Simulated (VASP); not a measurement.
VASP input:

### INCAR
```
ALGO  =  Normal
EDIFF  =  1E-6
EDIFFG  =  -0.01
ENCUT  =  400
GGA  =  PE
IBRION  =  2
ISIF  =  3
ISMEAR  =  0
LASPH  =  .TRUE.
LCHARG  =  .FALSE.
LMAXMIX  =  4
LREAL  =  .FALSE.
LWAVE  =  .FALSE.
NELM  =  100
NSW  =  40
PREC  =  Accurate
SIGMA  =  0.05
SYSTEM  =  AlAs
```

### KPOINTS
```
Automatic
0
G
 6 6 6
0 0 0
```

POSCAR:
```
AlAs
1.0
  0.0000000000   2.8866000000   2.8866000000
  2.8866000000   0.0000000000   2.8866000000
  2.8866000000   2.8866000000   0.0000000000
Al As
1 1
Cartesian
  0.0000000000   0.0000000000   0.0000000000
  1.4433000000   1.4433000000   1.4433000000
```

POTCAR, in this order: Al As (PBE.64 set). Program: vasp_std.

Translate this PBE calculation to Quantum ESPRESSO's pw.x.

One equivalent input (not run):
```
&CONTROL
  calculation = 'vc-relax'
  pseudo_dir = './pseudo'
  outdir = './out'
  tprnfor = .true.
  tstress = .true.
  nstep = 40
  forc_conv_thr = 0.00039
/
&SYSTEM
  ibrav = 0
  nat = 2
  ntyp = 2
  ecutwfc = 84
  occupations = 'smearing'
  smearing = 'gaussian'
  degauss = 0.003675
  input_dft = 'pbe'
/
&ELECTRONS
  conv_thr = 7.3e-08
  electron_maxstep = 100
/
&IONS
/
&CELL
/
ATOMIC_SPECIES
  Al 26.982 Al.upf
  As 74.922 As.upf
CELL_PARAMETERS angstrom
     0.0000000    2.8866000    2.8866000
     2.8866000    0.0000000    2.8866000
     2.8866000    2.8866000    0.0000000
ATOMIC_POSITIONS crystal
  Al   0.0000000  0.0000000  0.0000000
  As   0.2500000  0.2500000  0.2500000
K_POINTS automatic
  6 6 6 0 0 0
```
Limits of the translation: the potentials are each code's own (VASP's PAW set, PseudoDojo norm-conserving files in pw.x), so ENCUT and ecutwfc are chosen apart and not converted; conv_thr bounds pw.x's estimated SCF error, while EDIFF bounds the energy change between steps; forc_conv_thr acts on force components and is met together with etot_conv_thr.

The compound is AlAs in the zinc blende structure. This run relaxes it. Symmetry was kept, so distortions that lower it aren't found.
